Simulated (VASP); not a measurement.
Method: PBEsol GGA, VASP's PBE PAW potentials (set 64) (plane waves; VASP).

A VASP calculation is set up with these files.

KPOINTS:
```
Automatic mesh
0
Gamma
5 5 5
0 0 0
```

INCAR:
```
# general
SYSTEM   =  Nb3Ga
PREC     =  Accurate
ENCUT    =  300   # plane-wave cut-off (eV)
LREAL    =  .False.   # projection in real space or not
LASPH    =  .True.   # aspherical one-centre terms

# electronic loop
EDIFF    =  1E-6
NELM     =  100
ALGO     =  Normal   # blocked Davidson
LMAXMIX  =  4   # l cut-off of mixed one-centre charges

# smearing
ISMEAR   =  -1   # Fermi-Dirac
SIGMA    =  0.1   # width (eV)

# functional
GGA      =  PS   # PBEsol

# ions
ISIF     =  2   # forces and stress, cell fixed

# output
LWAVE    =  .False.
LCHARG   =  .False.
```

POSCAR:
```
Nb3Ga
10.1700220
  0.5000000000   0.0000000000   0.0000000000
  0.0000000000   0.5000000000   0.0000000000
  0.0000000000   0.0000000000   0.5000000000
Nb Ga
6 2
Cart
  0.1250000000   0.0000000000   0.2500000000
  0.2500000000   0.3750000000   0.0000000000
  0.3750000000   0.0000000000   0.2500000000
  0.2500000000   0.1250000000   0.0000000000
  0.0000000000   0.2500000000   0.3750000000
  0.0000000000   0.2500000000   0.1250000000
  0.0000000000   0.0000000000   0.0000000000
  0.2500000000   0.2500000000   0.2500000000
```

POTCAR, in this order: Nb_sv Ga_d (PBE.64 set). Program: vasp_std.

Output

### OSZICAR
```
       N       E                     dE             d eps       ncg     rms          rms(c)
DAV:   1     0.128488891384E+04    0.12849E+04   -0.37926E+04  1356   0.173E+03
DAV:   2     0.105925797585E+03   -0.11790E+04   -0.11534E+04  1358   0.630E+02
DAV:   3    -0.561553454303E+02   -0.16208E+03   -0.15613E+03  1696   0.197E+02
DAV:   4    -0.757641903861E+02   -0.19609E+02   -0.19048E+02  1912   0.584E+01
DAV:   5    -0.771857587220E+02   -0.14216E+01   -0.14116E+01  2200   0.141E+01    0.207E+01
DAV:   6    -0.744050666855E+02    0.27807E+01   -0.76890E+00  1642   0.140E+01    0.734E+00
DAV:   7    -0.741196940837E+02    0.28537E+00   -0.20205E+00  1984   0.693E+00    0.258E+00
DAV:   8    -0.741157125021E+02    0.39816E-02   -0.17416E-01  1688   0.187E+00    0.941E-01
DAV:   9    -0.741156949967E+02    0.17505E-04   -0.27337E-02  1888   0.842E-01    0.348E-01
DAV:  10    -0.741157657384E+02   -0.70742E-04   -0.52683E-03  1960   0.345E-01    0.363E-02
DAV:  11    -0.741157470750E+02    0.18663E-04   -0.47956E-04  1984   0.103E-01    0.213E-02
DAV:  12    -0.741157416053E+02    0.54697E-05   -0.34817E-05  1960   0.229E-02    0.421E-03
DAV:  13    -0.741157417356E+02   -0.13026E-06   -0.36515E-06  1224   0.821E-03
   1 F= -.74115742E+02 E0= -.73942889E+02  d E =-.345706E+00
```

### OUTCAR
```
------------------------ aborting loop because EDIFF is reached ----------------------------------------
  FORCE on cell =-STRESS in cart. coord.  units (eV):
  Direction    XX          YY          ZZ          XY          YZ          ZX
  --------------------------------------------------------------------------------------
  Total        2.8264687      2.8264687      2.8264687      0.0000000      0.0000000     -0.0000000
  in kB       34.4412635     34.4412635     34.4412635      0.0000000      0.0000000     -0.0000000
  external PRESSURE =      34.4412635 kB  Pullay stress =       0.0000000 kB
  volume of cell :      131.48
      direct lattice vectors                 reciprocal lattice vectors
     5.085011000  0.000000000  0.000000000     0.196656408  0.000000000  0.000000000
     0.000000000  5.085011000  0.000000000     0.000000000  0.196656408  0.000000000
     0.000000000  0.000000000  5.085011000     0.000000000  0.000000000  0.196656408
 POSITION                                       TOTAL-FORCE (eV/Angst)
 -----------------------------------------------------------------------------------
      1.27125      0.00000      2.54251         0.000000     -0.000000     -0.000000
      2.54251      3.81376      0.00000        -0.000000      0.000000     -0.000000
      3.81376      0.00000      2.54251        -0.000000     -0.000000     -0.000000
      2.54251      1.27125      0.00000        -0.000000     -0.000000     -0.000000
      0.00000      2.54251      3.81376         0.000000      0.000000     -0.000000
      0.00000      2.54251      1.27125         0.000000      0.000000      0.000000
      0.00000      0.00000      0.00000         0.000000      0.000000      0.000000
      2.54251      2.54251      2.54251         0.000000      0.000000      0.000000
 -----------------------------------------------------------------------------------
    total drift:                                0.000000      0.000000      0.000000
  FREE ENERGIE OF THE ION-ELECTRON SYSTEM (eV)
  ---------------------------------------------------
  free  energy   TOTEN  =       -74.1157417356 eV

  energy  without entropy=      -73.7700355304  energy(sigma->0) =      -73.94288863
```
(Selected blocks of OUTCAR.)

At this cut-off the stress carries a Pulay error, which pulls relaxed volumes low.

The structure comes from a measured Nb3Ga entry of the Crystallography Open Database, whose conditions weren't checked. The cell was not relaxed at this level, and its volume differs by -5.9 % from the start's.
